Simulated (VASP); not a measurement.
Calculation: vdW-DF2, VASP's PBE PAW potentials (set 64) (plane waves; VASP 6.6.1).

A VASP calculation is set up with these files.

**INCAR**
```
! general
SYSTEM    =  Au
PREC      =  Accurate
ENCUT     =  520
LREAL     =  F
LASPH     =  T

! electronic loop
EDIFF     =  1E-7
NELM      =  100
ALGO      =  Normal
LMAXMIX   =  6

! smearing
ISMEAR    =  1
SIGMA     =  0.1

! functional
GGA       =  ML
LUSE_VDW  =  T
AGGAC     =  0.0
ZAB_VDW   =  -1.8867

! ions
ISIF      =  2

! output
LWAVE     =  F
LCHARG    =  F
```

**KPOINTS**
```
K-points
0
G
14 14 14
0 0 0
```

**POSCAR**
```
Au
4.3803370
  0.0000000000   0.5000000295   0.5000000295
  0.5000000295   0.0000000000   0.5000000295
  0.5000000295   0.5000000295   0.0000000000
Au
1
Direct
  0.0000000000   0.0000000000   0.0000000000
```

POTCAR, in this order: Au (PBE.64 set). Program: vasp_std.

Unless said otherwise, spin-orbit coupling is left out, though it shifts the bands of the heavy elements here.

Task: What does the run give for the energy per atom (σ→0), pressure, band gap (on the k-mesh)?

Result: 
```
Quantity                                                    Result
------------------------  ----------------------------------------
energy per atom (σ→0)                               -0.108 eV/atom
band gap (on the k-mesh)  none (metal, semimetal or under 0.01 eV)
pressure                                                 -2.44 GPa
```

File OSZICAR:
```
...
DAV:   5    -0.355916434845E+00   -0.11758E-04   -0.11758E-04  2229   0.108E-01    0.481E+00
DAV:   6    -0.117213709497E+00    0.23870E+00   -0.10099E+00  1908   0.905E+00    0.327E+00
DAV:   7    -0.109546158611E+00    0.76676E-02   -0.24312E-02  2109   0.148E+00    0.190E+00
DAV:   8    -0.108007049557E+00    0.15391E-02   -0.98630E-04  1923   0.428E-01    0.114E-01
DAV:   9    -0.108011753093E+00   -0.47035E-05   -0.11265E-05  2252   0.283E-02    0.904E-03
DAV:  10    -0.108026220179E+00   -0.14467E-04   -0.24995E-05  1893   0.695E-02    0.572E-03
DAV:  11    -0.108026120342E+00    0.99837E-07   -0.12943E-07  2165   0.440E-03
   1 F= -.10802612E+00 E0= -.10800420E+00  d E =-.657561E-04
```

The compound is Au in the fcc structure. This cell is one point of a volume scan, at 1.03 of the reference volume.
